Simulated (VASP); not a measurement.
Input of a VASP 6.6.1 run:

File INCAR:

```
SYSTEM = YbRu
PREC = Accurate
ENCUT = 600
EDIFF = 1E-7
ISMEAR = -1
SIGMA = 0.05
LREAL = .False.
LASPH = .True.
NELM = 150
ALGO = Normal
ISIF = 3
LWAVE = .False.
LCHARG = .False.
ISPIN = 2
MAGMOM = 1 1
LORBIT = 11
LMAXMIX = 6
GGA = PE
IBRION = 2
NSW = 60
EDIFFG = -0.005
```

Contents of KPOINTS:

```
Automatic mesh
0
Gamma
  6 6 6
  0 0 0
```

The input POSCAR:

```
YbRu
1.0
    0.0000000000      2.7745200000      2.7745200000
    2.7745200000      0.0000000000      2.7745200000
    2.7745200000      2.7745200000      0.0000000000
Yb Ru
1 1
Direct
    0.5000000000      0.5000000000      0.5000000000
    0.0000000000      0.0000000000      0.0000000000
```

Potentials or basis: VASP PAW PBE potentials, release 64 (Yb, Ru_pv).

The run is started by

```sh
$ cat potpaw_PBE.64/Yb/POTCAR potpaw_PBE.64/Ru_pv/POTCAR > POTCAR
$ mpirun -np 1 vasp_std > vasp.out
```

(1) Estimate the relaxed cell.

(2) Predict the band gap on the k mesh.

Results:

(1) a = 3.944 Å, b = 3.944 Å, c = 3.944 Å, α = 60.00°, β = 60.00°, γ = 60.00°.

(2) none (metal or under the smearing width).

Caveat: spin-orbit coupling is left out, which moves the levels of the heavy elements; without U or exact exchange the open f shell lies at the Fermi level, which spoils levels, moments and volumes.
